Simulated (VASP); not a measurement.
These are r2SCAN meta-GGA, VASP's PBE PAW potentials (set 64) (plane waves; VASP 6.6.1) values and carry that method's errors.

VASP ran on this input.

KPOINTS:
```
Automatic mesh
0
Gamma
8 8 8
0 0 0
```

### POSCAR
```
CdSe
1
    0.0000000000     3.0629697318     3.0629697318
    3.0629697318     0.0000000000     3.0629697318
    3.0629697318     3.0629697318     0.0000000000
Cd Se
1 1
Direct
  0.0000000000   0.0000000000   0.0000000000
  0.2500000000   0.2500000000   0.2500000000
```

### KPOINTS_OPT
```
k-points along high-symmetry lines
10
Line-mode
Reciprocal
  0.000000   0.000000   0.000000 ! GAMMA
 -0.500000  -0.500000   0.000000 ! X

 -0.500000  -0.500000   0.000000 ! X
 -0.375000  -0.375000   0.250000 ! U

 -0.375000  -0.000000   0.375000 ! K
  0.000000   0.000000   0.000000 ! GAMMA

  0.000000   0.000000   0.000000 ! GAMMA
 -0.000000  -0.000000   0.500000 ! L

 -0.000000  -0.000000   0.500000 ! L
 -0.500000  -0.250000   0.250000 ! W

 -0.500000  -0.250000   0.250000 ! W
 -0.500000  -0.500000   0.000000 ! X
```

### INCAR
```
! general
SYSTEM   =  CdSe
PREC     =  Accurate
ENCUT    =  400   ! plane-wave cut-off (eV)
LREAL    =  .False.   ! projection in real space or not
LASPH    =  .True.

! electronic loop
EDIFF    =  1E-7   ! SCF stop (eV)
NELM     =  100
ALGO     =  Normal   ! blocked Davidson
LMAXMIX  =  4   ! l cut-off of mixed one-centre charges
LMIXTAU  =  .True.

! smearing
ISMEAR   =  -5   ! tetrahedra, Bloechl

! functional
METAGGA  =  R2SCAN

! ions
ISIF     =  2

! output
LWAVE    =  .False.
LCHARG   =  .False.
LORBIT   =  11
NEDOS    =  601   ! DOS grid
```

POTCAR, in this order: Cd Se (PBE.64 set). Program: vasp_std.

What VASP printed:

**OSZICAR**
```
       N       E                     dE             d eps       ncg     rms          rms(c)
DAV:   1     0.624433428016E+02    0.62443E+02   -0.79514E+03   778   0.103E+03
DAV:   2    -0.367443618529E+02   -0.99188E+02   -0.95662E+02   889   0.271E+02
DAV:   3    -0.407821737867E+02   -0.40378E+01   -0.40312E+01   864   0.584E+01
DAV:   4    -0.407994459452E+02   -0.17272E-01   -0.17271E-01   849   0.386E+00
DAV:   5    -0.407995577800E+02   -0.11183E-03   -0.11183E-03   869   0.278E-01    0.597E+00
DAV:   6    -0.358759509696E+02    0.49236E+01   -0.38081E+00   759   0.304E+01    0.799E+00
DAV:   7    -0.358667044773E+02    0.92465E-02   -0.35190E-01   754   0.755E+00    0.443E+00
DAV:   8    -0.358292177159E+02    0.37487E-01   -0.34924E-01   759   0.517E+00    0.749E-01
DAV:   9    -0.359085637672E+02   -0.79346E-01   -0.97264E-02   764   0.280E+00    0.534E-01
DAV:  10    -0.358945399655E+02    0.14024E-01   -0.11188E-02   754   0.105E+00    0.330E-01
DAV:  11    -0.359110178651E+02   -0.16478E-01   -0.16703E-02   754   0.130E+00    0.900E-02
DAV:  12    -0.359119314825E+02   -0.91362E-03   -0.10300E-03   834   0.320E-01    0.107E-01
DAV:  13    -0.359120891236E+02   -0.15764E-03   -0.39762E-04   759   0.207E-01    0.175E-02
DAV:  14    -0.359125560348E+02   -0.46691E-03   -0.27002E-04   754   0.178E-01    0.556E-03
DAV:  15    -0.359125666086E+02   -0.10574E-04   -0.22566E-05   859   0.437E-02    0.330E-03
DAV:  16    -0.359125694754E+02   -0.28668E-05   -0.15446E-05   759   0.384E-02    0.311E-03
DAV:  17    -0.359125714775E+02   -0.20021E-05   -0.12600E-06   774   0.120E-02    0.725E-04
DAV:  18    -0.359125748176E+02   -0.33401E-05   -0.15836E-06   764   0.146E-02    0.450E-04
DAV:  19    -0.359125748219E+02   -0.42107E-08   -0.35945E-08   562   0.204E-03
   1 F= -.35912575E+02 E0= -.35912575E+02  d E =0.000000E+00
       N       E                     dE             ncg
       N       E                     dE             ncg
       N       E                     dE             ncg
```

**OUTCAR**
```
------------------------ aborting loop because EDIFF is reached ----------------------------------------
  FORCE on cell =-STRESS in cart. coord.  units (eV):
  Direction    XX          YY          ZZ          XY          YZ          ZX
  --------------------------------------------------------------------------------------
  Total        0.0166899      0.0166899      0.0166899      0.0000000      0.0000000     -0.0000000
  in kB        0.4652706      0.4652706      0.4652706      0.0000000      0.0000000     -0.0000000
  external PRESSURE =       0.4652706 kB  Pullay stress =       0.0000000 kB
  volume of cell :       57.47
      direct lattice vectors                 reciprocal lattice vectors
     0.000000000  3.062969732  3.062969732    -0.163240268  0.163240268  0.163240268
     3.062969732  0.000000000  3.062969732     0.163240268 -0.163240268  0.163240268
     3.062969732  3.062969732  0.000000000     0.163240268  0.163240268 -0.163240268
  FREE ENERGIE OF THE ION-ELECTRON SYSTEM (eV)
  ---------------------------------------------------
  free  energy   TOTEN  =       -35.9125748219 eV

  energy  without entropy=      -35.9125748219  energy(sigma->0) =      -35.91257482

 total charge

# of ion       s       p       d       tot
------------------------------------------
    1        0.419   0.296   9.569  10.283
    2        1.438   2.442   0.020   3.901
--------------------------------------------------
tot          1.857   2.738   9.589  14.185
```
(Selected blocks of OUTCAR.)

The compound is CdSe in the zinc blende structure, whereas wurtzite is the usual form. It was relaxed first.
